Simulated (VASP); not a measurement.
Output of a VASP run:

File OSZICAR:
```
       N       E                     dE             d eps       ncg     rms          rms(c)
DAV:   1     0.328235647428E+03    0.32824E+03   -0.22029E+04   480   0.162E+03
DAV:   2    -0.289252978594E+02   -0.35716E+03   -0.35275E+03   608   0.385E+02
DAV:   3    -0.495151528806E+02   -0.20590E+02   -0.20566E+02   776   0.936E+01
DAV:   4    -0.500012629971E+02   -0.48611E+00   -0.48594E+00   664   0.119E+01
DAV:   5    -0.500145439829E+02   -0.13281E-01   -0.13281E-01   688   0.135E+00    0.287E+01
DAV:   6    -0.421288205167E+02    0.78857E+01   -0.50027E+01   584   0.452E+01    0.128E+01
DAV:   7    -0.420715740883E+02    0.57246E-01   -0.37815E+00   728   0.112E+01    0.741E+00
DAV:   8    -0.420468977936E+02    0.24676E-01   -0.36639E-01   640   0.481E+00    0.704E-01
DAV:   9    -0.420459428549E+02    0.95494E-03   -0.58958E-02   712   0.141E+00    0.493E-01
DAV:  10    -0.420475628837E+02   -0.16200E-02   -0.17853E-02   680   0.117E+00    0.282E-01
DAV:  11    -0.420470357396E+02    0.52714E-03   -0.29138E-03   656   0.467E-01    0.363E-02
DAV:  12    -0.420470779839E+02   -0.42244E-04   -0.14926E-04   616   0.937E-02    0.317E-02
DAV:  13    -0.420470779055E+02    0.78387E-07   -0.26888E-05   752   0.365E-02    0.450E-03
DAV:  14    -0.420470783031E+02   -0.39758E-06   -0.25350E-06   560   0.122E-02
   1 F= -.42047078E+02 E0= -.42047078E+02  d E =-.420471E+02
```

File OUTCAR:
```
------------------------ aborting loop because EDIFF is reached ----------------------------------------
  FORCE on cell =-STRESS in cart. coord.  units (eV):
  Direction    XX          YY          ZZ          XY          YZ          ZX
  --------------------------------------------------------------------------------------
  Total       -0.0337750     -0.0337750     -0.0337750     -0.0000000     -0.0000000      0.0000000
  in kB       -0.7127184     -0.7127184     -0.7127184     -0.0000000     -0.0000000      0.0000000
  external PRESSURE =      -0.7127184 kB  Pullay stress =       0.0000000 kB
  volume of cell :       75.93
      direct lattice vectors                 reciprocal lattice vectors
     4.234441938  0.000000000  0.000000000     0.236158628  0.000000000  0.000000000
     0.000000000  4.234441938  0.000000000     0.000000000  0.236158628  0.000000000
     0.000000000  0.000000000  4.234441938     0.000000000  0.000000000  0.236158628
 POSITION                                       TOTAL-FORCE (eV/Angst)
 -----------------------------------------------------------------------------------
      0.00000      0.00000      0.00000         0.000000      0.000000      0.000000
      2.11722      2.11722      2.11722         0.000000      0.000000      0.000000
      2.11722      0.00000      2.11722         0.000000      0.000000      0.000000
      0.00000      2.11722      2.11722         0.000000      0.000000      0.000000
      2.11722      2.11722      0.00000         0.000000      0.000000      0.000000
 -----------------------------------------------------------------------------------
    total drift:                                0.000000     -0.000000     -0.000000
  FREE ENERGIE OF THE ION-ELECTRON SYSTEM (eV)
  ---------------------------------------------------
  free  energy   TOTEN  =       -42.0470783031 eV

  energy  without entropy=      -42.0470783031  energy(sigma->0) =      -42.04707830

 reached required accuracy - stopping structural energy minimisation
```
(Selected blocks of OUTCAR.)

POSCAR:
```
BaZrO3
1
    4.2344419383     0.0000000000     0.0000000000
    0.0000000000     4.2344419383    -0.0000000000
    0.0000000000     0.0000000000     4.2344419383
Ba Zr O
1 1 3
Direct
  0.0000000000   0.0000000000   0.0000000000
  0.5000000000   0.5000000000   0.5000000000
  0.5000000000   0.0000000000   0.5000000000
  0.0000000000   0.5000000000   0.5000000000
  0.5000000000   0.5000000000   0.0000000000
```

Q: Reconstruct the remaining input files.

A: One answer among several that fit: the input of the run itself, PW91 GGA, plane waves, VASP's PBE PAW potentials (set 64).

INCAR:
```
! general
SYSTEM  = BaZrO3
PREC    = Accurate
ENCUT   = 520
LREAL   = .FALSE.   ! projection in real space or not
LASPH   = .TRUE.   ! aspherical one-centre terms

! electronic loop
EDIFF   = 1E-6
NELM    = 100   ! most electronic steps
ALGO    = Normal
LMAXMIX = 4   ! l cut-off of mixed one-centre charges

! smearing
ISMEAR  = 0
SIGMA   = 0.05

! functional
GGA     = 91

! ions
IBRION  = 2   ! conjugate gradients
NSW     = 60   ! most ionic steps
ISIF    = 3   ! ions, shape and volume
EDIFFG  = -0.02

! output
LWAVE   = .FALSE.
LCHARG  = .FALSE.
```

File KPOINTS:
```
Automatic mesh
0
Gamma
5 5 5
0 0 0
```

POTCAR, in this order: Ba_sv Zr_sv O (PBE.64 set). Program: vasp_std.

The compound is BaZrO3 in the cubic perovskite structure. It was relaxed first. The start is the result of an earlier pass.
